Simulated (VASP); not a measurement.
All values below come from optB88-vdW, VASP's PBE PAW potentials (set 64) (plane waves; VASP).

VASP input:

### INCAR
```
GGA  =  BO
PARAM1  =  0.1833333333
LWAVE  =  .False.
ISIF  =  2
EDIFF  =  1E-7
LUSE_VDW  =  .True.
PREC  =  Accurate
SYSTEM  =  CdTe
NELM  =  100   # most electronic steps
PARAM2  =  0.22
LASPH  =  .True.   # aspherical one-centre terms
LMAXMIX  =  4   # l cut-off of mixed one-centre charges
LREAL  =  .False.
LCHARG  =  .False.
SIGMA  =  0.05   # width (eV)
ISMEAR  =  0
AGGAC  =  0.0
ENCUT  =  520   # plane-wave cut-off (eV)
ALGO  =  Normal   # blocked Davidson
```

**POSCAR**
```
CdTe
1
    0.0000000000     3.2647525107     3.2647525107
    3.2647525107     0.0000000000     3.2647525107
    3.2647525107     3.2647525107     0.0000000000
Cd Te
1 1
Direct
  0.0000000000   0.0000000000   0.0000000000
  0.2500000000   0.2500000000   0.2500000000
```

KPOINTS:
```
Automatic mesh
0
Gamma
7 7 7
0 0 0
```

POTCAR, in this order: Cd Te (PBE.64 set). Program: vasp_std.

The resulting files:

File OSZICAR:
```
       N       E                     dE             d eps       ncg     rms          rms(c)
DAV:   1     0.108292351796E+03    0.10829E+03   -0.83821E+03   520   0.119E+03
DAV:   2     0.435915715544E+01   -0.10393E+03   -0.99929E+02   615   0.277E+02
DAV:   3     0.283880926614E+00   -0.40753E+01   -0.40682E+01   620   0.581E+01
DAV:   4     0.244770130597E+00   -0.39111E-01   -0.39108E-01   730   0.507E+00
DAV:   5     0.244668288300E+00   -0.10184E-03   -0.10184E-03   630   0.252E-01    0.542E+00
DAV:   6     0.474047182746E+00    0.22938E+00   -0.47755E-01   570   0.870E+00    0.442E+00
DAV:   7     0.489120456300E+00    0.15073E-01   -0.12243E-01   575   0.252E+00    0.165E+00
DAV:   8     0.488580438150E+00   -0.54002E-03   -0.93396E-03   545   0.134E+00    0.510E-01
DAV:   9     0.488383611839E+00   -0.19683E-03   -0.93331E-04   555   0.366E-01    0.863E-02
DAV:  10     0.488360483863E+00   -0.23128E-04   -0.99713E-05   580   0.119E-01    0.428E-02
DAV:  11     0.488344909429E+00   -0.15574E-04   -0.37915E-05   535   0.546E-02    0.294E-02
DAV:  12     0.488345638021E+00    0.72859E-06   -0.24603E-06   594   0.148E-02    0.157E-02
DAV:  13     0.488345699494E+00    0.61474E-07   -0.15532E-07   558   0.280E-03
   1 F= 0.48834570E+00 E0= 0.48834570E+00  d E =-.316266E-12
```

OUTCAR:
```
------------------------ aborting loop because EDIFF is reached ----------------------------------------
  FORCE on cell =-STRESS in cart. coord.  units (eV):
  Direction    XX          YY          ZZ          XY          YZ          ZX
  --------------------------------------------------------------------------------------
  Total        0.5300394      0.5300394      0.5300394      0.0000000     -0.0000000      0.0000000
  in kB       12.2021948     12.2021948     12.2021948      0.0000000     -0.0000000      0.0000000
  external PRESSURE =      12.2021948 kB  Pullay stress =       0.0000000 kB
  volume of cell :       69.60
      direct lattice vectors                 reciprocal lattice vectors
     0.000000000  3.264752511  3.264752511    -0.153150966  0.153150966  0.153150966
     3.264752511  0.000000000  3.264752511     0.153150966 -0.153150966  0.153150966
     3.264752511  3.264752511  0.000000000     0.153150966  0.153150966 -0.153150966
  FREE ENERGIE OF THE ION-ELECTRON SYSTEM (eV)
  ---------------------------------------------------
  free  energy   TOTEN  =         0.4883456995 eV

  energy  without entropy=        0.4883456995  energy(sigma->0) =        0.48834570
```
(Selected blocks of OUTCAR.)

### OUTCAR
```
 val. band max:        2.0065311596   @ k =   0.0000   0.0000   0.0000

 cond. band min:       2.5681132495   @ k =   0.0000   0.0000   0.0000


 Fermi energy:         2.2327775632

 k-point     1 :       0.0000    0.0000    0.0000
  band No.  band energies     occupation
      1      -9.0817      2.00000
      2      -6.2608      2.00000
      3      -6.2608      2.00000
      4      -6.2608      2.00000
      5      -6.0219      2.00000
      6      -6.0219      2.00000
      7       2.0065      2.00000
      8       2.0065      2.00000
      9       2.0065      2.00000
     10       2.5681      0.00000
     11       6.6070      0.00000
     12       6.6070      0.00000
     13       6.6070      0.00000

 k-point     2 :       0.1429    0.0000    0.0000
  band No.  band energies     occupation
      1      -9.0108      2.00000
      2      -6.2478      2.00000
      3      -6.2478      2.00000
      4      -6.2030      2.00000
      5      -6.0228      2.00000
      6      -6.0228      2.00000
      7       0.5459      2.00000
      8       1.8407      2.00000
      9       1.8407      2.00000
     10       3.5983      0.00000
     11       6.6012      0.00000
     12       6.8609      0.00000
     13       6.8609      0.00000

 k-point     3 :       0.2857    0.0000    0.0000
  band No.  band energies     occupation
      1      -8.8514      2.00000
      2      -6.2215      2.00000
      3      -6.2215      2.00000
      4      -6.0212      2.00000
      5      -6.0212      2.00000
      6      -6.0105      2.00000
      7      -1.0649      2.00000
      8       1.5197      2.00000
      9       1.5197      2.00000
     10       3.8530      0.00000
     11       7.1823      0.00000
     12       7.1823      0.00000
     13       7.6287      0.00000

 k-point     4 :       0.4286    0.0000    0.0000
  band No.  band energies     occupation
      1      -8.7259      2.00000
      2      -6.2046      2.00000
      3      -6.2046      2.00000
...
```

Unless said otherwise, spin-orbit coupling is left out, though it shifts the bands of the heavy elements here.

The compound is CdTe in the zinc blende structure. This cell is one point of a volume scan, at 0.97 of the reference volume.
